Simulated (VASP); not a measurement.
# Ge3B2C3 (R3m) in VASP: a series of runs

Runs on Ge3B2C3. Level: PBE. Tasks: equation of state.

Program: VASP 6.6.1. These are calculated values, not measurements. Logs are shortened: lines on timing, memory, paths and dates and some standing lists are left out, and cuts for length are marked.

## (1) The structure

It takes space group R3m (No. 160, trigonal). Conventional cell: a = 6.230 Å, b = 6.230 Å, c = 7.965 Å, α = 90.00°, β = 90.00°, γ = 120.00°. Ge (site symmetry m) has 3 C at 1.98 to 2.01 Å and 1 B at 2.09 Å as nearest neighbours. B (site symmetry 3m) is surrounded by 3 C at 1.71 Å and 1 B at 1.76 Å. Around B (site symmetry 3m) lie 1 B at 1.76 Å. C (site symmetry m) has 1 B at 1.71 Å as nearest neighbours.

The cell was built by a generator and needn't be a form met in nature.

## (2) Equation of state, PBE, 11.16 Å³/atom

The input, INCAR:

```
PREC = Accurate ; ENCUT = 520
EDIFF = 1E-6 ; ISMEAR = 0
SIGMA = 0.1 ; LREAL = F
LASPH = T ; NELM = 100
ALGO = Normal ; ISIF = 4
LWAVE = F ; LCHARG = F
GGA = PE ; IBRION = 2
NSW = 30 ; EDIFFG = -0.02
KPAR = 4
```

The input, KPOINTS:

```
Automatic mesh
0
Gamma
  8 8 8
```

The input, POSCAR:

```
Ge3B2C3
1.0
    3.1149790000      1.7984340000      2.6551400000
   -3.1149790000      1.7984340000      2.6551400000
    0.0000000000     -3.5968680000      2.6551400000
Ge B C
3 2 3
Direct
    0.9960200000      0.4892770000      0.4892770000
    0.4892770000      0.9960200000      0.4892770000
    0.4892770000      0.4892770000      0.9960200000
    0.0074180000      0.0074180000      0.0074180000
    0.7862130000      0.7862130000      0.7862130000
    0.2272330000      0.2272330000      0.7777250000
    0.2272330000      0.7777250000      0.2272330000
    0.7777250000      0.2272330000      0.2272330000
```

Potentials or basis: VASP PAW PBE potentials, release 64 (Ge_d, B, C).

Command:

```
$ cat potpaw_PBE.64/Ge_d/POTCAR potpaw_PBE.64/B/POTCAR potpaw_PBE.64/C/POTCAR > POTCAR
$ mpirun -np 4 vasp_std > vasp.out
```

OUTCAR:

```text
PREC = Accurate
   ENCUT = 520
   EDIFF = 1E-6
   ISMEAR = 0
   LREAL = F
   LASPH = T
   NELM = 100
   ISIF = 4
   GGA = PE
   IBRION = 2
   NSW = 30
   EDIFFG = -0.02

 ion  position               nearest neighbor table
   1  0.996  0.489  0.489-   8 1.98   6 2.01   7 2.01   5 2.09
   2  0.489  0.996  0.489-   7 1.98   6 2.01   8 2.01   5 2.09
   3  0.489  0.489  0.996-   6 1.98   7 2.01   8 2.01   5 2.09
   4  0.007  0.007  0.007-   7 1.71   8 1.71   6 1.71   5 1.76
   5  0.786  0.786  0.786-   4 1.76   2 2.09   1 2.09   3 2.09
   6  0.227  0.227  0.778-   4 1.71   3 1.98   1 2.01   2 2.01
   7  0.227  0.778  0.227-   4 1.71   2 1.98   3 2.01   1 2.01
   8  0.778  0.227  0.227-   4 1.71   1 1.98   3 2.01   2 2.01

  LATTYP: Found a trigonal (rhomboedric) cell.
 ALAT       =     4.4707077548
 COS(alpha) =     0.0290705007

  Lattice vectors:

 A1 = (   3.1149790000,   1.7984340000,   2.6551400000)
 A2 = (  -3.1149790000,   1.7984340000,   2.6551400000)
 A3 = (   0.0000000000,  -3.5968680000,   2.6551400000)

Analysis of symmetry for initial positions (statically):
=====================================================================
 Subroutine PRICEL returns:
 Original cell was already a primitive cell.

 Routine SETGRP: Setting up the symmetry group for a
 trigonal (rhombohedral) supercell.

 Subroutine GETGRP returns: Found  6 space group operations
 (whereof  6 operations were pure point group operations)
 out of a pool of 12 trial point group operations.

The static configuration has the point symmetry C_3v.

Analysis of symmetry for dynamics (positions and initial velocities):
=====================================================================
 Subroutine PRICEL returns:
 Original cell was already a primitive cell.

 Routine SETGRP: Setting up the symmetry group for a
 trigonal (rhombohedral) supercell.

 Subroutine GETGRP returns: Found  6 space group operations
 (whereof  6 operations were pure point group operations)
 out of a pool of 12 trial point group operations.

The dynamic configuration has the point symmetry C_3v.

 Subroutine INISYM returns: Found  6 space group operations
 (whereof  6 operations are pure point group operations),
 and found     1 'primitive' translations

----------------------------------------------------------------------------------------

                                     Primitive cell

  volume of cell :      89.2459

  direct lattice vectors                    reciprocal lattice vectors
     3.114979000  1.798434000  2.655140000     0.160514726  0.092673218  0.125542658
    -3.114979000  1.798434000  2.655140000    -0.160514726  0.092673218  0.125542658
     0.000000000 -3.596868000  2.655140000     0.000000000 -0.185346437  0.125542658

  length of vectors
     4.470707712  4.470707712  4.470707755     0.223862149  0.223862149  0.223862146

  position of ions in fractional coordinates (direct lattice)
     0.996020000  0.489277000  0.489277000
     0.489277000  0.996020000  0.489277000
     0.489277000  0.489277000  0.996020000
     0.007418000  0.007418000  0.007418000
     0.786213000  0.786213000  0.786213000
     0.227233000  0.227233000  0.777725000
     0.227233000  0.777725000  0.227233000
     0.777725000  0.227233000  0.227233000

  ion indices of the primitive-cell ions
   primitive index   ion index
                 1           1
                 2           2
                 3           3
                 4           4
                 5           5
                 6           6
                 7           7
                 8           8

----------------------------------------------------------------------------------------

 KPOINTS: Automatic mesh

Automatic generation of k-mesh.
 Grid dimensions read from file:
 generate k-points for:    8    8    8

 Generating k-lattice:

  Cartesian coordinates                     Fractional coordinates (reciprocal lattice)
     0.020064341  0.011584152  0.015692832     0.125000000  0.000000000  0.000000000
    -0.020064341  0.011584152  0.015692832     0.000000000  0.125000000  0.000000000
     0.000000000 -0.023168305  0.015692832     0.000000000  0.000000000  0.125000000

  Length of vectors
     0.027982769  0.027982769  0.027982768

  Shift w.r.t. Gamma in fractional coordinates (k-lattice)
     0.000000000  0.000000000  0.000000000

 Subroutine IBZKPT returns following result:
 ===========================================

 Found     65 irreducible k-points:

 Following reciprocal coordinates:
            Coordinates               Weight
  0.000000  0.000000  0.000000      1.000000
  0.125000  0.000000  0.000000      6.000000
  0.250000  0.000000  0.000000      6.000000
  0.375000  0.000000  0.000000      6.000000
  0.500000  0.000000  0.000000      3.000000
  0.125000  0.125000  0.000000      6.000000
[... 16 lines left out ...]
  0.250000  0.125000  0.125000      6.000000
  0.375000  0.125000  0.125000      6.000000
 [... further k-points ...]
   k-points           NKPTS =     65   k-points in BZ     NKDIM =     65   number of bands    NBANDS=     36
   number of dos      NEDOS =    301   number of ions     NIONS =      8
   total plane-waves  NPLWV =  46656
   dimension x,y,z NGX =    36 NGY =   36 NGZ =   36
   dimension x,y,z NGXF=    72 NGYF=   72 NGZF=   72
   ions per type =               3   2   3
   NGX,Y,Z   is equivalent  to a cutoff of  13.39, 13.39, 13.39 a.u.
   NGXF,Y,Z  is equivalent  to a cutoff of  26.77, 26.77, 26.77 a.u.
 SYSTEM =  unknown system
   PREC   = accura    normal or accurate (medium, high low for compatibility)
   ISTART =      0    job   : 0-new  1-cont  2-samecut
   ICHARG =      2    charge: 1-file 2-atom 10-const
   ISPIN  =      1    spin polarized calculation?
   LNONCOLLINEAR =      F non collinear calculations
   LSORBIT =      F    spin-orbit coupling
   LASPH  =      T    aspherical Exc in radial PAW
   ENCUT  =  520.0 eV  38.22 Ry    6.18 a.u.   8.31  8.31  8.31*2*pi/ulx,y,z
   NELM   =    100;   NELMIN=  2; NELMDL= -5     # of ELM steps
   EDIFF  = 0.1E-05   stopping-criterion for ELM
   LREAL  =      F    real-space projection
   EDIFFG = -.2E-01   stopping-criterion for IOM
   NSW    =     30    number of steps for IOM
   IBRION =      2    ionic relax: 0-MD 1-quasi-New 2-CG
   NFREE  =      1    steps in history (QN), initial steepest desc. (CG)
   ISIF   =      4    stress and relaxation
   ISYM   =      2    0-nonsym 1-usesym 2-fastsym
   POTIM  = 0.5000    time-step for ionic-motion
   TEBEG  =    0.0;   TEEND  =   0.0 temperature during run
   PSTRESS=    0.0 pullay stress
   NELECT =      60.0000    total number of electrons
   NUPDOWN=      -1.0000    fix difference up-down
   EMIN   =  10.00;   EMAX   =-10.00  energy-range for DOS
   EFERMI =   0.00;   METHOD = LEGACY
   ISMEAR =     0;   SIGMA  =   0.10  broadening in eV -4-tet -1-fermi 0-gaus
   EFERMI_NEDOS =   21; number of points for ismear=-14 and -15
   IALGO  =     38    algorithm
   IMIX   =      4    mixing-type and parameters
     AMIX     =   0.40;   BMIX     =  1.00
     AMIX_MAG =   1.60;   BMIX_MAG =  1.00
  volume/ion in A,a.u.               =      11.16        75.28
  Fermi-wavevector in a.u.,A,eV,Ry     =   1.434154  2.710158 27.984435  2.056798
  Thomas-Fermi vector in A             =   2.553594
   LORBIT       =      0    0 simple, 1 ext, 2 COOP (PROOUT), +10 PAW based schemes
   GGA     = PE    functional components
   LHFCALC =     F    Hartree Fock is set to
   AEXX    =    0.0000 exact exchange contribution
   IVDW    =     0    specifies the selected vdW correction
   LEPSILON=     F    determine dielectric tensor
   LRPA    =     F    only Hartree local field effects (RPA)
 conjugate gradient relaxation of ions
 non-spin polarized calculation
 Gauss-broadening in eV      SIGMA  =   0.10
  energy-cutoff  :      520.00
  volume of cell :       89.25
 maximum number of plane-waves:      2428
 NGX is ok and might be reduce to    36
   NGX = 17   NGY = 17   NGZ = 17

 number of electron      60.0000006 magnetization

 Free energy of the ion-electron system (eV)
  ---------------------------------------------------
  ext. energy  EPLUGINS =         0.00000000
  ---------------------------------------------------
  free energy    TOTEN  =       -49.88621903 eV

  energy without entropy =      -49.87433430  energy(sigma->0) =      -49.88027666

 E-fermi :   6.3649     XC(G=0): -11.5746

 val. band max:        6.3440143942   @ k =   0.5000   0.2500   0.1250
 cond. band min:       6.3944773627   @ k =  -0.3750   0.1250   0.1250
 fundamental gap:      0.0504629685
 Fermi energy:         6.3649449812

 k-point     1 :       0.0000    0.0000    0.0000
  band No.  band energies     occupation
      1     -17.8790      2.00000
      2     -17.8790      2.00000
      3     -17.8772      2.00000
      4     -17.8240      2.00000
      5     -17.7831      2.00000
      6     -17.7831      2.00000
[... 28 lines left out ...]
     35       9.9682      0.00000
     36       9.9682      0.00000

 k-point     2 :       0.1250    0.0000    0.0000
  band No.  band energies     occupation
      1     -17.8781      2.00000
      2     -17.8751      2.00000
      3     -17.8735      2.00000
      4     -17.8218      2.00000
      5     -17.7852      2.00000
      6     -17.7834      2.00000
[... 28 lines left out ...]
     35      10.1296      0.00000
     36      10.4069      0.00000
[... 817 lines left out ...]
     35      11.0557      0.00000
     36      11.7428      0.00000

 k-point    24 :       0.3750    0.1250    0.1250
  band No.  band energies     occupation
      1     -17.8698      2.00000
      2     -17.8514      2.00000
      3     -17.8506      2.00000
      4     -17.8054      2.00000
      5     -17.7987      2.00000
      6     -17.7911      2.00000
[... 28 lines left out ...]
     35      11.5569      0.00000
     36      12.0237      0.00000

 [... further k-points ...]

------------------------ aborting loop because EDIFF is reached ----------------------------------------

  FORCE on cell =-STRESS in cart. coord.  units (eV):
  Direction    XX          YY          ZZ          XY          YZ          ZX
  --------------------------------------------------------------------------------------
  -------------------------------------------------------------------------------------
  Total       -0.0199584     -0.0199584     -0.0027023      0.0000000      0.0000000      0.0000000
  in kB       -0.3583002     -0.3583002     -0.0485119      0.0000000      0.0000000      0.0000000
  external PRESSURE =      -0.2550374 kB  Pullay stress =       0.0000000 kB

 VOLUME and BASIS-vectors are now :
 -----------------------------------------------------------------------------
  energy-cutoff  :      520.00
  volume of cell :       89.25
      direct lattice vectors                 reciprocal lattice vectors
     3.114979000  1.798434000  2.655140000     0.160514726  0.092673218  0.125542658
    -3.114979000  1.798434000  2.655140000    -0.160514726  0.092673218  0.125542658
     0.000000000 -3.596868000  2.655140000     0.000000000 -0.185346437  0.125542658

 POSITION                                       TOTAL-FORCE (eV/Angst)
 -----------------------------------------------------------------------------------
      1.57849      0.91134      5.24277        -0.000556     -0.000321     -0.001029
     -1.57849      0.91134      5.24277         0.000556     -0.000321     -0.001029
      0.00000     -1.82269      5.24277         0.000000      0.000643     -0.001029
      0.00000      0.00000      0.05909         0.000000      0.000000      0.000158
      0.00000      0.00000      6.26252         0.000000      0.000000      0.002619
      0.00000     -1.98005      3.27164         0.000000     -0.000011      0.000103
     -1.71477      0.99002      3.27164        -0.000010      0.000006      0.000103
      1.71477      0.99002      3.27164         0.000010      0.000006      0.000103
 -----------------------------------------------------------------------------------
    total drift:                                0.000000     -0.000006      0.001362

  FREE ENERGIE OF THE ION-ELECTRON SYSTEM (eV)
  ---------------------------------------------------
  free  energy   TOTEN  =       -49.8862190266 eV

  energy  without entropy=      -49.8743342998  energy(sigma->0) =      -49.88027666

 reached required accuracy - stopping structural energy minimisation
```

It took 24 s on 4 MPI ranks of Intel Xeon 6975P-C (Granite Rapids), shared host; peak memory 0.31 GiB.

Results:

- Free energy: -49.8862 eV
- Pressure: 0.0 GPa
- Band gap on the k mesh: none (metal or under the smearing width)

## (3) Equation of state, PBE, 10.82 Å³/atom (volume scaled by 0.97)

INCAR is that of step 2.

KPOINTS is that of step 2.

Edit POSCAR of step 2 so:

```diff
@@ -2,5 +2,5 @@
 1.0
-    3.1149790000      1.7984340000      2.6551400000
-   -3.1149790000      1.7984340000      2.6551400000
-    0.0000000000     -3.5968680000      2.6551400000
+    3.0835124143      1.7802667579      2.6283185703
+   -3.0835124143      1.7802667579      2.6283185703
+    0.0000000000     -3.5605335158      2.6283185703
 Ge B C
```

Potentials or basis: VASP PAW PBE potentials, release 64 (Ge_d, B, C).

Command:

```
$ cat potpaw_PBE.64/Ge_d/POTCAR potpaw_PBE.64/B/POTCAR potpaw_PBE.64/C/POTCAR > POTCAR
$ mpirun -np 4 vasp_std > vasp.out
```

Wall time 53 s (4 MPI ranks of Intel Xeon 6975P-C (Granite Rapids), shared host); peak memory 0.32 GiB.

It converged, with:

- Free energy: -49.8405 eV
- Pressure: 5.5 GPa
- Largest force: 0.016 eV/Å
- Band gap on the k mesh: none (metal or under the smearing width)

## (4) Equation of state, PBE, 11.49 Å³/atom (volume scaled by 1.03)

INCAR is that of step 3.

KPOINTS is that of step 3.

Edit POSCAR of step 3 so:

```diff
@@ -2,5 +2,5 @@
 1.0
-    3.0835124143      1.7802667579      2.6283185703
-   -3.0835124143      1.7802667579      2.6283185703
-    0.0000000000     -3.5605335158      2.6283185703
+    3.1458223821      1.8162414353      2.6814302246
+   -3.1458223821      1.8162414353      2.6814302246
+    0.0000000000     -3.6324828707      2.6814302246
 Ge B C
```

Command:

```
$ cat potpaw_PBE.64/Ge_d/POTCAR potpaw_PBE.64/B/POTCAR potpaw_PBE.64/C/POTCAR > POTCAR
$ mpirun -np 4 vasp_std > vasp.out
```

Run time: 45 s. Hardware: 4 MPI ranks of Intel Xeon 6975P-C (Granite Rapids), shared host; peak memory 0.32 GiB.

The run converged. Its results:

| Property | Result |
| --- | --- |
| Free energy | -49.8471 eV |
| Pressure | -4.7 GPa |
| Largest force | 0.017 eV/Å |
| Band gap on the k mesh | none (metal or under the smearing width) |

## (5) Equation of state, PBE, 10.49 Å³/atom (volume scaled by 0.94)

INCAR is that of step 4.

KPOINTS is that of step 4.

Edit POSCAR of step 4 so:

```diff
@@ -2,5 +2,5 @@
 1.0
-    3.1458223821      1.8162414353      2.6814302246
-   -3.1458223821      1.8162414353      2.6814302246
-    0.0000000000     -3.6324828707      2.6814302246
+    3.0513901573      1.7617209638      2.6009382607
+   -3.0513901573      1.7617209638      2.6009382607
+    0.0000000000     -3.5234419277      2.6009382607
 Ge B C
```

Command:

```
$ cat potpaw_PBE.64/Ge_d/POTCAR potpaw_PBE.64/B/POTCAR potpaw_PBE.64/C/POTCAR > POTCAR
$ mpirun -np 4 vasp_std > vasp.out
```

Wall time 71 s (4 MPI ranks of Intel Xeon 6975P-C (Granite Rapids), shared host); peak memory 0.31 GiB.

Results (log left out):

| Item | Value |
| --- | --- |
| Free energy | -49.6961 eV |
| Pressure | 11.8 GPa |
| Largest force | 0.009 eV/Å |
| Band gap on the k mesh | none (metal or under the smearing width) |

## (6) Equation of state, PBE, 11.83 Å³/atom (volume scaled by 1.06)

INCAR is that of step 5.

KPOINTS is that of step 5.

Edit POSCAR of step 5 so:

```diff
@@ -2,5 +2,5 @@
 1.0
-    3.0513901573      1.7617209638      2.6009382607
-   -3.0513901573      1.7617209638      2.6009382607
-    0.0000000000     -3.5234419277      2.6009382607
+    3.1760725300      1.8337063667      2.7072147893
+   -3.1760725300      1.8337063667      2.7072147893
+    0.0000000000     -3.6674127334      2.7072147893
 Ge B C
```

Potentials or basis: VASP PAW PBE potentials, release 64 (Ge_d, B, C).

Command:

```
$ cat potpaw_PBE.64/Ge_d/POTCAR potpaw_PBE.64/B/POTCAR potpaw_PBE.64/C/POTCAR > POTCAR
$ mpirun -np 4 vasp_std > vasp.out
```

Run time: 65 s. Hardware: 4 MPI ranks of Intel Xeon 6975P-C (Granite Rapids), shared host; peak memory 0.33 GiB.

The run converged. Its results:

```yaml
Free_energy: -49.7355 eV
Pressure: -8.7 GPa
Largest_force: 0.020 eV/Å
Band_gap_on_the_k_mesh: none (metal or under the smearing width)
```

## (7) Equation of state, PBE, 10.15 Å³/atom (volume scaled by 0.91)

INCAR is that of step 6.

KPOINTS is that of step 6.

Edit POSCAR of step 6 so:

```diff
@@ -2,5 +2,5 @@
 1.0
-    3.1760725300      1.8337063667      2.7072147893
-   -3.1760725300      1.8337063667      2.7072147893
-    0.0000000000     -3.6674127334      2.7072147893
+    3.0185769674      1.7427762594      2.5729690149
+   -3.0185769674      1.7427762594      2.5729690149
+    0.0000000000     -3.4855525188      2.5729690149
 Ge B C
```

Command:

```
$ cat potpaw_PBE.64/Ge_d/POTCAR potpaw_PBE.64/B/POTCAR potpaw_PBE.64/C/POTCAR > POTCAR
$ mpirun -np 4 vasp_std > vasp.out
```

Wall time 57 s (4 MPI ranks of Intel Xeon 6975P-C (Granite Rapids), shared host); peak memory 0.29 GiB.

It converged, with:

```
Free energy            : -49.4362 eV
Pressure               : 19.3 GPa
Largest force          : 0.019 eV/Å
Band gap on the k mesh : none (metal or under the smearing width)
```

## (8) Equation of state, PBE, 12.16 Å³/atom (volume scaled by 1.09)

INCAR is that of step 7.

KPOINTS is that of step 7.

Edit POSCAR of step 7 so:

```diff
@@ -2,5 +2,5 @@
 1.0
-    3.0185769674      1.7427762594      2.5729690149
-   -3.0185769674      1.7427762594      2.5729690149
-    0.0000000000     -3.4855525188      2.5729690149
+    3.2057571714      1.8508448027      2.7325173287
+   -3.2057571714      1.8508448027      2.7325173287
+    0.0000000000     -3.7016896055      2.7325173287
 Ge B C
```

Command:

```
$ cat potpaw_PBE.64/Ge_d/POTCAR potpaw_PBE.64/B/POTCAR potpaw_PBE.64/C/POTCAR > POTCAR
$ mpirun -np 4 vasp_std > vasp.out
```

Wall time 80 s (4 MPI ranks of Intel Xeon 6975P-C (Granite Rapids), shared host); peak memory 0.33 GiB.

It converged, with:

```
Free energy            : -49.5621 eV
Pressure               : -12.1 GPa
Largest force          : 0.013 eV/Å
Band gap on the k mesh : none (metal or under the smearing width)
```
